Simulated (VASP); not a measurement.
All values below come from PBEsol GGA, VASP's PBE PAW potentials (set 64) (plane waves; VASP).

VASP input:

### KPOINTS
```
k-points along high-symmetry lines
15
Line-mode
Reciprocal
  0.000000   0.000000   0.000000 ! GAMMA
 -0.500000  -0.500000   0.000000 ! X

 -0.500000  -0.500000   0.000000 ! X
 -0.375000  -0.375000   0.250000 ! U

 -0.375000  -0.000000   0.375000 ! K
  0.000000   0.000000   0.000000 ! GAMMA

  0.000000   0.000000   0.000000 ! GAMMA
  0.000000   0.000000   0.500000 ! L

  0.000000   0.000000   0.500000 ! L
 -0.500000  -0.250000   0.250000 ! W

 -0.500000  -0.250000   0.250000 ! W
 -0.500000  -0.500000   0.000000 ! X
```

INCAR:
```
LASPH  =  .True.   # aspherical one-centre terms
LREAL  =  .False.   # projection in real space or not
SIGMA  =  0.05   # width (eV)
NELM  =  100
EDIFF  =  1E-7   # SCF stop (eV)
LORBIT  =  11
LCHARG  =  .False.
LMAXMIX  =  4   # l cut-off of mixed one-centre charges
ICHARG  =  11   # fixed density
GGA  =  PS   # PBEsol
PREC  =  Accurate
LWAVE  =  .False.
SYSTEM  =  YP
ENCUT  =  400   # plane-wave cut-off (eV)
ALGO  =  Normal
ISMEAR  =  0
```

**POSCAR**
```
YP
1
   -0.0000000000     3.1124976721     3.1124976721
    3.1124976721    -0.0000000000     3.1124976721
    3.1124976721     3.1124976721    -0.0000000000
Y P
1 1
Direct
  0.0000000000   1.0000000000   1.0000000000
  0.2500000000   0.2500000000   0.2500000000
```

POTCAR, in this order: Y_sv P (PBE.64 set). Program: vasp_std. Read from the step before: CHGCAR.

Output

**OSZICAR**
```
       N       E                     dE             d eps       ncg     rms          rms(c)
DAV:   1     0.400780648368E+02    0.40078E+02   -0.67296E+03  2160   0.992E+02
DAV:   2    -0.111471081172E+02   -0.51225E+02   -0.47548E+02  2664   0.188E+02
DAV:   3    -0.142900204805E+02   -0.31429E+01   -0.30887E+01  3220   0.352E+01
DAV:   4    -0.144212737325E+02   -0.13125E+00   -0.13102E+00  2924   0.747E+00
DAV:   5    -0.144255431573E+02   -0.42694E-02   -0.42687E-02  3188   0.110E+00
DAV:   6    -0.144255925951E+02   -0.49438E-04   -0.49436E-04  2892   0.125E-01
DAV:   7    -0.144255933012E+02   -0.70614E-06   -0.70612E-06  3196   0.143E-02
DAV:   8    -0.144255933108E+02   -0.95320E-08   -0.95434E-08  2240   0.170E-03
   1 F= -.14425593E+02 E0= -.14425593E+02  d E =-.251628E-13
```

OUTCAR:
```
 val. band max:        1.5227740857   @ k =  -0.5000  -0.5000   0.0000

 cond. band min:       3.0364049306   @ k =  -0.5000  -0.5000   0.0000



 k-point     1 :       0.0000    0.0000    0.0000
  band No.  band energies     occupation
      1     -39.9007      2.00000
      2     -19.9088      2.00000
      3     -19.9088      2.00000
      4     -19.9088      2.00000
      5      -7.1177      2.00000
      6       0.6421      2.00000
      7       0.6421      2.00000
      8       0.6421      2.00000
      9       4.4447      0.00000
     10       4.9016      0.00000
     11       4.9016      0.00000
     12       8.5364      0.00000

 k-point     2 :      -0.0357   -0.0357    0.0000
  band No.  band energies     occupation
      1     -39.9007      2.00000
      2     -19.9103      2.00000
      3     -19.9093      2.00000
      4     -19.9093      2.00000
      5      -7.1065      2.00000
      6       0.6077      2.00000
      7       0.6500      2.00000
      8       0.6500      2.00000
      9       4.5102      0.00000
     10       4.8623      0.00000
     11       4.9132      0.00000
     12       8.5459      0.00000

 k-point     3 :      -0.0714   -0.0714    0.0000
  band No.  band energies     occupation
      1     -39.9004      2.00000
      2     -19.9145      2.00000
      3     -19.9106      2.00000
      4     -19.9106      2.00000
      5      -7.0734      2.00000
      6       0.5123      2.00000
      7       0.6733      2.00000
      8       0.6733      2.00000
      9       4.6844      0.00000
     10       4.7642      0.00000
     11       4.9476      0.00000
     12       8.5099      0.00000

 k-point     4 :      -0.1071   -0.1071    0.0000
  band No.  band energies     occupation
      1     -39.9000      2.00000
      2     -19.9212      2.00000
      3     -19.9128      2.00000
      4     -19.9128      2.00000
      5      -7.0197      2.00000
      6       0.3749      2.00000
      7       0.7120      2.00000
...
```

The density is held fixed in this step, so its total energy and stress have no physical meaning.

The structure was generated: YP was put into the zinc blende type (F-43m), which need not be its known phase. It was relaxed first, which changed the volume by -25 %.
